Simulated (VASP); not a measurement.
# ReRuW: formation energy of a point defect, part 3 of 3

How easily does a point defect form in ReRuW? The host is relaxed first, then a supercell is run with and without the defect. The cell is invented: other elements were put on sites of a known structure type. It may not be a known or stable phase.

VASP 6.6.1, plane waves and PAW; the level of theory is named at each step.

So far. Step 2 (The host at zero pressure): The run ended after 13 ionic steps, 5.072 eV below its first step, once forces and stress met EDIFFG = -0.02. Step 3 (The supercell without the defect): The host is treated as a metal, as its relaxation found a gap under 0.3 eV or none, and only the neutral defect is run.

### 4. Reference Sn

This step: PBEsol; plane waves and PAW (Sn) (VASP 6.6.1).

System of this step: Sn. The structure is tetragonal, space group I4_1/amd (No. 141). The conventional cell has a = 5.820 Å, b = 5.820 Å, c = 3.178 Å, α = 90.00°, β = 90.00°, γ = 90.00°. Nearest to Sn lie 6 Sn at 3.02 to 3.18 Å.

The reference for Sn is its crystal, relaxed at the cutoff of the large cell.

File INCAR:

```
SYSTEM = Sn
PREC = Normal
ENCUT = 300
EDIFF = 1E-05
NELM = 120
ISMEAR = 1
SIGMA = 0.1
LREAL = Auto
ALGO = Fast
GGA = PS
NBANDS = 10
LORBIT = 11
LWAVE = .FALSE.
LCHARG = .FALSE.
KPAR = 4
IBRION = 2
NSW = 25
ISIF = 3
EDIFFG = -0.02
POTIM = 0.4
```

File POSCAR:

```
Sn
1.0
   -2.9100000000      2.9100000000      1.5888600000
    2.9100000000     -2.9100000000      1.5888600000
    2.9100000000      2.9100000000     -1.5888600000
Sn
2
Direct
    0.0000000000      0.0000000000      0.0000000000
    0.2500000000      0.7500000000      0.5000000000
```

File KPOINTS:

```
Automatic mesh
0
Gamma
10 10 10
0 0 0
```

PAW data sets: Sn (PBE family, release 64).

The run is started by

```bash
$ mpirun -np 4 vasp_std
```

The log of the run:

```text
[banner, memory and clock lines left out]
running    4 mpi-ranks, on    1 nodes
 distrk:  each k-point on    1 cores,    4 groups
 distr:  one band on    1 cores,    1 groups

 POSCAR found type information on POSCAR Sn
 POSCAR found :  1 types and       2 ions
|                                                                             |
|               ----> ADVICE to this user running VASP <----                  |
|                                                                             |
|     You have a (more or less) 'small supercell' and for smaller cells       |
|     it is recommended to use the reciprocal-space projection scheme!        |
|     The real-space optimization is not efficient for small cells and it     |
|     is also less accurate ...                                               |
|     Therefore, set LREAL=.FALSE. in the INCAR file.                         |
|                                                                             |

 [... a notice as in an earlier step ...]

 LDA part: xc-table for (Slater+PW92), standard interpolation
 POSCAR, INCAR and KPOINTS ok, starting setup
 FFT: planning ... GRIDC
 FFT: planning ... GRID_SOFT
 FFT: planning ... GRID
 WAVECAR not read
 entering main loop
       N       E                     dE             d eps       ncg     rms          rms(c)
DAV:   1     0.623728228268E+01    0.62373E+01   -0.21069E+03  2040   0.378E+02
DAV:   2    -0.819490856004E+01   -0.14432E+02   -0.13959E+02  2976   0.602E+01
DAV:   3    -0.854376204095E+01   -0.34885E+00   -0.34738E+00  2580   0.951E+00
DAV:   4    -0.854490828204E+01   -0.11462E-02   -0.11461E-02  2488   0.654E-01
DAV:   5    -0.854491196378E+01   -0.36817E-05   -0.36815E-05  2466   0.368E-02    0.261E+00
RMM:   6    -0.850940029628E+01    0.35512E-01   -0.39069E-03  2040   0.443E-01    0.155E+00
RMM:   7    -0.848651838821E+01    0.22882E-01   -0.12944E-02  2040   0.822E-01    0.800E-02
RMM:   8    -0.848680597607E+01   -0.28759E-03   -0.16380E-03  2040   0.312E-01    0.168E-02
RMM:   9    -0.848681263063E+01   -0.66546E-05   -0.85998E-05  1994   0.795E-02
   1 F= -.84868126E+01 E0= -.84866071E+01  d E =-.848681E+01
 curvature:   0.00 expect dE= 0.000E+00 dE for cont linesearch  0.000E+00
 trial: gam= 0.00000 g(F)=  0.320E-50 g(S)=  0.128E-02 ort = 0.000E+00 (trialstep = 0.100E+01)
 search vector abs. value=  0.128E-02
 bond charge predicted
       N       E                     dE             d eps       ncg     rms          rms(c)
DAV:   1    -0.848821273126E+01   -0.14068E-02   -0.24045E-02  2442   0.636E-01    0.767E-02
RMM:   2    -0.848803710543E+01    0.17563E-03   -0.45228E-04  2040   0.124E-01    0.419E-02
RMM:   3    -0.848793560702E+01    0.10150E-03   -0.13046E-04  2040   0.589E-02    0.284E-03
RMM:   4    -0.848793643375E+01   -0.82673E-06   -0.79461E-06  1447   0.197E-02
   2 F= -.84879364E+01 E0= -.84877829E+01  d E =-.112380E-02
[...]
3 F= -.84896883E+01 E0= -.84899812E+01  d E =-.287569E-02
[...]
4 F= -.84897348E+01 E0= -.84899983E+01  d E =-.292218E-02
 curvature:  -1.32 expect dE=-0.993E-04 dE for cont linesearch -0.632E-04
 ZBRENT: interpolating
 opt :   3.5335  next Energy=    -8.489773 (dE=-0.296E-02)
 bond charge predicted
       N       E                     dE             d eps       ncg     rms          rms(c)
DAV:   1    -0.848980654056E+01   -0.72299E-04   -0.22795E-03  2380   0.197E-01    0.246E-02
RMM:   2    -0.848978669421E+01    0.19846E-04   -0.41333E-05  1930   0.378E-02    0.135E-02
RMM:   3    -0.848977545641E+01    0.11238E-04   -0.14024E-05  1497   0.188E-02    0.929E-04
RMM:   4    -0.848977553282E+01   -0.76403E-07   -0.72833E-07  1096   0.605E-03
   5 F= -.84897755E+01 E0= -.84900716E+01  d E =-.296290E-02
 curvature:  -0.80 expect dE=-0.217E-04 dE for cont linesearch -0.871E-07
 trial: gam= 0.01200 g(F)=  0.186E-49 g(S)=  0.272E-04 ort = 0.118E-04 (trialstep = 0.151E+01)
 search vector abs. value=  0.277E-04
 reached required accuracy - stopping structural energy minimisation
```

Elapsed: 27 s, on 4 MPI ranks of AMD EPYC 7R43, shared host; peak memory 0.46 GiB.

OUTCAR, selected parts (step 4):

```text
  LATTYP: Found a body centered tetragonal cell.
 ALAT       =     5.8200000000
 C/A-ratio  =     0.5460000000

 Subroutine GETGRP returns: Found 16 space group operations
 (whereof  8 operations were pure point group operations)

The static configuration has the point symmetry D_2d.
 The point group associated with its full space group is D_4h.

 Found    102 irreducible k-points:

   k-points           NKPTS =    102   k-points in BZ     NKDIM =    102   number of bands    NBANDS=     10

   dimension x,y,z NGX =    20 NGY =   20 NGZ =   20
   dimension x,y,z NGXF=    40 NGYF=   40 NGZF=   40

   ENCUT  =  300.0 eV  22.05 Ry    4.70 a.u.   6.23  6.23  6.23*2*pi/ulx,y,z

   NELECT =       8.0000    total number of electrons

 E-fermi :   5.1922

 k-point     1 :       0.0000    0.0000    0.0000
  band No.  band energies     occupation
      1      -6.0234      2.00000
      2       1.3412      2.00000
      3       3.0946      2.00000
      4       3.0946      2.00000
      5       8.0221      0.00000
      6      11.2492      0.00000
      7      11.2492      0.00000
      8      12.3385      0.00000
      9      12.4503      0.00000
    ...

 k-point     2 :       0.1000    0.0000   -0.0000
  band No.  band energies     occupation
      1      -5.8198      2.00000
      2       1.1117      2.00000
      3       3.1202      2.00000
      4       3.7156      2.00000
      5       8.3580      0.00000
      6      10.3426      0.00000
      7      10.8124      0.00000
      8      11.0422      0.00000
      9      11.2737      0.00000
    ...

  Total       -0.0181770     -0.0181770     -0.0273857      0.0000000      0.0000000      0.0000000
  in kB       -0.5389520     -0.5389520     -0.8119901      0.0000000      0.0000000      0.0000000
  external PRESSURE =      -0.6299647 kB  Pullay stress =       0.0000000 kB

  energy-cutoff  :      300.00
  volume of cell :       54.04
      direct lattice vectors                 reciprocal lattice vectors
    -2.934738889  2.934738889  1.568501292     0.000000000  0.170372908  0.318775638
     2.934738889 -2.934738889  1.568501292     0.170372908  0.000000000  0.318775638
     2.934738889  2.934738889 -1.568501292     0.170372908  0.170372908  0.000000000

 POSITION                                       TOTAL-FORCE (eV/Angst)
 -----------------------------------------------------------------------------------
      0.00000     -0.00000      0.00000         0.000000      0.000000     -0.000000
      2.93474      0.00000      0.78425        -0.000000     -0.000000      0.000000
 -----------------------------------------------------------------------------------
    total drift:                                0.000000      0.000000      0.000000

  FREE ENERGIE OF THE ION-ELECTRON SYSTEM (eV)
  ---------------------------------------------------
  free  energy   TOTEN  =        -8.4897755328 eV

  energy  without entropy=       -8.4906636370  energy(sigma->0) =       -8.49007157

 total charge
# of ion       s       p       d       tot
------------------------------------------
    1        1.470   1.471   0.109   3.050
    2        1.470   1.471   0.109   3.050
--------------------------------------------------
tot          2.939   2.942   0.219   6.100

[... 1 part as in an earlier step ...]

[... 7 further parts left out ...]
```

CONTCAR:

```
Sn
   1.00000000000000
    -2.9347388888514736    2.9347388888514736    1.5685012920189685
     2.9347388888514736   -2.9347388888514736    1.5685012920189685
     2.9347388888514736    2.9347388888514736   -1.5685012920189685
  Sn
     2
Direct
     0.0000000000000000    0.0000000000000000    0.0000000000000000
     0.2500000000000000    0.7500000000000000    0.5000000000000000
```

The data set Sn keeps the semicore shell frozen, which is cheaper and a little less accurate. The run keeps the 16 symmetry operations of its start, so it cannot find a distortion of lower symmetry.

Step by step:

```csv
step,energy less that of the first step (eV),largest force (eV/Å),pressure (GPa),volume (Å³)
1,0.0000,0.0000,0.06,53.82
2,-0.0011,0.0000,-0.06,53.88
3,-0.0029,0.0000,-0.07,54.06
4,-0.0029,0.0000,-0.05,54.02
5,-0.0030,0.0000,-0.06,54.04
```

```csv
"conventional cell, symmetrised",before,after,change
a (Å),5.820,5.869,+0.9 %
b (Å),5.820,5.869,+0.9 %
c (Å),3.178,3.137,-1.3 %
volume (Å³/atom),26.91,27.02,+0.4 %
```

Final coordinates:

```cif
data_structure
_symmetry_space_group_name_H-M 'P 1'
_symmetry_Int_Tables_number 1
_cell_length_a 4.4368
_cell_length_b 4.4368
_cell_length_c 4.4368
_cell_angle_alpha 97.179
_cell_angle_beta 97.179
_cell_angle_gamma 138.595
_cell_volume 54.04
loop_
_atom_site_label
_atom_site_type_symbol
_atom_site_fract_x
_atom_site_fract_y
_atom_site_fract_z
_atom_site_occupancy
Sn1 Sn 0.00000 0.00000 0.00000 1
Sn2 Sn 0.25000 0.75000 0.50000 1
```

Numbers from this step:

```
electronic cycles       : 25
electrons               : 8
free energy (TOTEN)     : -8.490 eV
energy at zero smearing : -8.490 eV
Fermi energy            : 5.192 eV
```

The run ended after 5 ionic steps, 0.003 eV below its first step, once forces and stress met EDIFFG = -0.02.

Energy at zero smearing: -8.49007 eV.

### 5. Reference W

This step: PBEsol; plane waves and PAW (W) (VASP 6.6.1).

System of this step: W. The structure is cubic, space group Im-3m (No. 229). Conventional cell: a = 3.160 Å, b = 3.160 Å, c = 3.160 Å, α = 90.00°, β = 90.00°, γ = 90.00°. W has 8 W at 2.74 Å nearest.

The reference for W is its crystal, relaxed at the cutoff of the large cell.

Changes to INCAR since step 4:

```diff
@@ -1,2 +1,2 @@
-SYSTEM = Sn
+SYSTEM = W
 PREC = Normal
@@ -10,3 +10,3 @@
 GGA = PS
-NBANDS = 10
+NBANDS = 9
 LORBIT = 11
```

File POSCAR:

```
W
1.0
   -1.5800000000      1.5800000000      1.5800000000
    1.5800000000     -1.5800000000      1.5800000000
    1.5800000000      1.5800000000     -1.5800000000
W
1
Direct
    0.0000000000      0.0000000000      0.0000000000
```

File KPOINTS:

```
Automatic mesh
0
Gamma
12 12 12
0 0 0
```

Potentials, in the order of the species: W (PBE family, release 64).

The run is started by

```bash
$ mpirun -np 4 vasp_std
```

The log of the run:

```text
[banner, memory and clock lines left out]
running    4 mpi-ranks, on    1 nodes
 distrk:  each k-point on    1 cores,    4 groups
 distr:  one band on    1 cores,    1 groups

 POSCAR found type information on POSCAR W
 POSCAR found :  1 types and       1 ions
 [... a notice as in an earlier step ...]

 [... a notice as in an earlier step ...]

 LDA part: xc-table for (Slater+PW92), standard interpolation
 POSCAR, INCAR and KPOINTS ok, starting setup
 FFT: planning ... GRIDC
 FFT: planning ... GRID_SOFT
 FFT: planning ... GRID
 WAVECAR not read
 entering main loop
       N       E                     dE             d eps       ncg     rms          rms(c)
DAV:   1    -0.375279386826E+01   -0.37528E+01   -0.20689E+03  1420   0.343E+02
DAV:   2    -0.144538346775E+02   -0.10701E+02   -0.10086E+02  1486   0.886E+01
DAV:   3    -0.146133182770E+02   -0.15948E+00   -0.15836E+00  1533   0.854E+00
DAV:   4    -0.146135819518E+02   -0.26367E-03   -0.26364E-03  1514   0.351E-01
DAV:   5    -0.146135824977E+02   -0.54595E-06   -0.54497E-06  1497   0.139E-02    0.230E+01
RMM:   6    -0.140819051145E+02    0.53168E+00   -0.21398E-01  1296   0.303E+00    0.110E+01
RMM:   7    -0.138747348378E+02    0.20717E+00   -0.30772E-01  1296   0.349E+00    0.313E-01
RMM:   8    -0.138746623235E+02    0.72514E-04   -0.16124E-02  1296   0.131E+00    0.749E-01
RMM:   9    -0.138748111447E+02   -0.14882E-03   -0.22950E-03  1296   0.325E-01    0.584E-01
RMM:  10    -0.138743861274E+02    0.42502E-03   -0.18430E-03  1296   0.313E-01    0.204E-01
RMM:  11    -0.138743346653E+02    0.51462E-04   -0.12097E-04  1296   0.114E-01    0.144E-01
RMM:  12    -0.138743426988E+02   -0.80334E-05   -0.17882E-05  1076   0.254E-02
   1 F= -.13874343E+02 E0= -.13874043E+02  d E =-.138743E+02
 curvature:   0.00 expect dE= 0.000E+00 dE for cont linesearch  0.000E+00
 trial: gam= 0.00000 g(F)=  0.366E-64 g(S)=  0.349E-01 ort = 0.000E+00 (trialstep = 0.100E+01)
 search vector abs. value=  0.349E-01
 bond charge predicted
       N       E                     dE             d eps       ncg     rms          rms(c)
DAV:   1    -0.138651944461E+02    0.91402E-02   -0.14053E+00  1300   0.858E+00    0.340E+00
RMM:   2    -0.138471945513E+02    0.18000E-01   -0.75707E-03  1296   0.669E-01    0.138E+00
RMM:   3    -0.138426822039E+02    0.45123E-02   -0.52622E-03  1296   0.456E-01    0.757E-02
RMM:   4    -0.138427891655E+02   -0.10696E-03   -0.29777E-04  1290   0.166E-01    0.141E-01
RMM:   5    -0.138428394716E+02   -0.50306E-04   -0.44490E-05  1241   0.470E-02    0.321E-02
RMM:   6    -0.138429016613E+02   -0.62190E-04   -0.63083E-05  1216   0.419E-02    0.845E-02
RMM:   7    -0.138429021505E+02   -0.48922E-06   -0.79890E-06   917   0.212E-02
   2 F= -.13842902E+02 E0= -.13842810E+02  d E =0.314405E-01
[...]
3 F= -.13879458E+02 E0= -.13879155E+02  d E =-.511499E-02
 curvature:  -0.13 expect dE=-0.114E-04 dE for cont linesearch -0.114E-04
 ZBRENT: interpolating
 opt :   0.2780  next Energy=   -13.879469 (dE=-0.513E-02)
 bond charge predicted
       N       E                     dE             d eps       ncg     rms          rms(c)
DAV:   1    -0.138794718810E+02   -0.12568E-04   -0.21806E-04  1472   0.106E-01    0.201E-01
RMM:   2    -0.138794714866E+02    0.39433E-06   -0.11063E-06   676   0.762E-03
   4 F= -.13879471E+02 E0= -.13879170E+02  d E =-.512879E-02
 curvature:  -0.13 expect dE=-0.421E-06 dE for cont linesearch -0.421E-06
 trial: gam=-0.00963 g(F)=  0.235E-63 g(S)=  0.330E-05 ort = 0.339E-03 (trialstep = 0.856E+00)
 search vector abs. value=  0.413E-09
 reached required accuracy - stopping structural energy minimisation
```

It took 6.6 s on 4 MPI ranks; peak memory 0.32 GiB; 23 s of CPU time.

From OUTCAR (step 5):

```text
   k-points           NKPTS =     72   k-points in BZ     NKDIM =     72   number of bands    NBANDS=      9

   ENCUT  =  300.0 eV  22.05 Ry    4.70 a.u.   3.86  3.86  3.86*2*pi/ulx,y,z

   NELECT =       6.0000    total number of electrons

 E-fermi :   7.8282

 k-point     1 :       0.0000    0.0000    0.0000
  band No.  band energies     occupation
      1      -1.8635      2.00000
      2       6.6254      2.00000
      3       6.6254      2.00000
      4       6.6254      2.00000
      5      10.1562      0.00000
      6      10.1562      0.00000
      7      23.2508      0.00000
      8      23.2508      0.00000
      9      23.2508      0.00000

  Total       -0.0053407     -0.0053407     -0.0053407      0.0000000     -0.0000000      0.0000000
  in kB       -0.5520405     -0.5520405     -0.5520405      0.0000000     -0.0000000      0.0000000
  external PRESSURE =      -0.5520405 kB  Pullay stress =       0.0000000 kB

 POSITION                                       TOTAL-FORCE (eV/Angst)
 -----------------------------------------------------------------------------------
      0.00000      0.00000      0.00000         0.000000     -0.000000     -0.000000
 -----------------------------------------------------------------------------------
    total drift:                               -0.000000      0.000000      0.000000

  FREE ENERGIE OF THE ION-ELECTRON SYSTEM (eV)
  ---------------------------------------------------
  free  energy   TOTEN  =       -13.8794714866 eV

  energy  without entropy=      -13.8785679023  energy(sigma->0) =      -13.87917029

[... 1 part as in an earlier step ...]

[... 15 further parts left out ...]
```

The data set W keeps the semicore shell frozen, which is cheaper and a little less accurate. The run keeps the 48 symmetry operations of its start, so it cannot find a distortion of lower symmetry.

The steps of the relaxation:

```csv
step,energy less that of the first step (eV),largest force (eV/Å),pressure (GPa),volume (Å³)
1,0.0000,0.0000,-5.57,15.78
2,0.0314,0.0000,16.82,14.80
3,-0.0051,0.0000,-0.28,15.51
4,-0.0051,0.0000,-0.06,15.50
```

```csv
"conventional cell, symmetrised",before,after,change
a (Å),3.160,3.141,-0.6 %
b (Å),3.160,3.141,-0.6 %
c (Å),3.160,3.141,-0.6 %
volume (Å³/atom),15.78,15.50,-1.8 %
```

The relaxed structure:

```xyz
1
Lattice="-1.5707 1.5707 1.5707 1.5707 -1.5707 1.5707 1.5707 1.5707 -1.5707" Properties=species:S:1:pos:R:3 pbc="T T T"
W     0.0000    0.0000    0.0000
```

Numbers from this step:

| Item | Value |
| --- | --- |
| electronic cycles | 28 |
| electrons | 6 |
| free energy (TOTEN) | -13.88 eV |
| energy at zero smearing | -13.88 eV |
| Fermi energy | 7.828 eV |

The run ended after 4 ionic steps, 0.005 eV below its first step, once forces and stress met EDIFFG = -0.02.

Energy at zero smearing: -13.87917 eV.

### 6. Relaxing the defect

This step: PBEsol; plane waves and PAW (Re, Ru, Sn, W) (VASP 6.6.1).

System of this step: Re8SnRu8W7. The cell holds 24 atoms: 8 Re, 8 Ru, 1 Sn and 7 W. Cell: a = 9.236 Å, b = 9.236 Å, c = 6.935 Å, α = 117.4°, β = 117.4°, γ = 108.0°. It derives from ReRuW. Nearest the centre at fractional (0.000, 0.000, 0.000): Sn17 at 0.00 Å, W21 at 2.72 Å, W22 at 2.72 Å, Re8 at 2.84 Å, Ru15 at 2.84 Å, Ru11 at 2.84 Å, Re4 at 2.84 Å, Re1 at 2.84 Å.

The host is treated as a metal, since its gap is under 0.3 eV or closed. The run keeps 4 symmetry operations, which cuts the number of k-points but bars distortions that break them. The atoms relax at the host's fixed cell.

File INCAR:

```
SYSTEM = Re8SnRu8W7
PREC = Normal
ENCUT = 300
EDIFF = 1E-05
NELM = 120
ISMEAR = 1
SIGMA = 0.2
LREAL = Auto
ALGO = Fast
GGA = PS
NBANDS = 107
LORBIT = 11
LWAVE = .FALSE.
LCHARG = .TRUE.
KPAR = 4
IBRION = 2
NSW = 50
ISIF = 2
EDIFFG = -0.03
POTIM = 0.4
MAXMIX = 40
ISYM = 2
```

File POSCAR:

```
Re8SnRu8W7
1.0
   -6.4704130131      3.7356946983      5.4300283818
    6.4704130131     -3.7356946983      5.4300283818
    2.1568043377      3.7356946983     -5.4300283818
Re Ru Sn W
8 8 1 7
Direct
    0.7083333400      0.5416666700      0.5000000000
    0.2083333400      0.0416666600      0.5000000000
    0.2083333400      0.5416666700      0.0000000000
    0.7083333400      0.0416666600      0.0000000000
    0.2916666600      0.4583333400      0.5000000000
    0.7916666600      0.9583333400      0.5000000000
    0.7916666600      0.4583333400      0.0000000000
    0.2916666600      0.9583333400      0.0000000000
    0.4583333400      0.2916666600      0.5000000000
    0.9583333400      0.7916666600      0.5000000000
    0.9583333400      0.2916666600      0.0000000000
    0.4583333400      0.7916666600      0.0000000000
    0.5416666700      0.7083333400      0.5000000000
    0.0416666600      0.2083333400      0.5000000000
    0.0416666600      0.7083333400      0.0000000000
    0.5416666700      0.2083333400      0.0000000000
    0.0000000000      0.0000000000      0.0000000000
    0.5000000000      0.5000000000      0.0000000000
    0.5000000000      0.0000000000      0.5000000000
    0.0000000000      0.5000000000      0.5000000000
    0.2500000000      0.2500000000      0.0000000000
    0.7500000000      0.7500000000      0.0000000000
    0.7500000000      0.2500000000      0.5000000000
    0.2500000000      0.7500000000      0.5000000000
```

File KPOINTS:

```
Automatic mesh
0
Gamma
8 8 8
0 0 0
```

Potentials, in the order of the species: Re, Ru, Sn and W (PBE family, release 64).

The run is started by

```bash
$ mpirun -np 4 vasp_std
```

The log of the run:

```text
[banner, memory and clock lines left out]
running    4 mpi-ranks, on    1 nodes
[...]
[... a notice as in an earlier step ...]

 LDA part: xc-table for (Slater+PW92), standard interpolation
 POSCAR, INCAR and KPOINTS ok, starting setup
[...]
entering main loop
       N       E                     dE             d eps       ncg     rms          rms(c)
DAV:   1     0.905286324501E+03    0.90529E+03   -0.49754E+04 55341   0.129E+03
DAV:   2    -0.131599144026E+03   -0.10369E+04   -0.95405E+03 61902   0.853E+02
DAV:   3    -0.271806362427E+03   -0.14021E+03   -0.12573E+03 56760   0.262E+02
DAV:   4    -0.295977861478E+03   -0.24171E+02   -0.22503E+02 62568   0.890E+01
[...]
RMM:  31    -0.283823961784E+03   -0.14860E-04   -0.14719E-04 25387   0.154E-01    0.412E-02
RMM:  32    -0.283823971853E+03   -0.10068E-04   -0.98779E-05 25075   0.153E-01    0.163E-02
RMM:  33    -0.283823979476E+03   -0.76238E-05   -0.76242E-05 24474   0.148E-01
 soft stop encountered!  aborting job ...
```

The job ended after 51 min (4 MPI ranks).

The run was stopped at its time limit, so it gives no result of its own.

### 7. Results

```json
{"result": "none"}
```

**Reading.** The session ends without its result: «relax the defect» met its time limit.

[Lines on the potential files, build, host, timing and source positions are cut from VASP's logs without a mark.]

[Logs are printed without paths, hosts, clocks, repeated set-up lines and the standing remarks that a program may print on its own settings, such as how far it seeks lower states.]

[Hosts, paths, dates, database ids (printed as entryN), source tags and the programs' standing remarks are cut or masked in the printed files.]

[In band tables of VASP the shares of atoms and orbitals are scaled to a sum of 1 inside the atoms' spheres.]

[Runs that stopped without an error message from VASP are left out.]
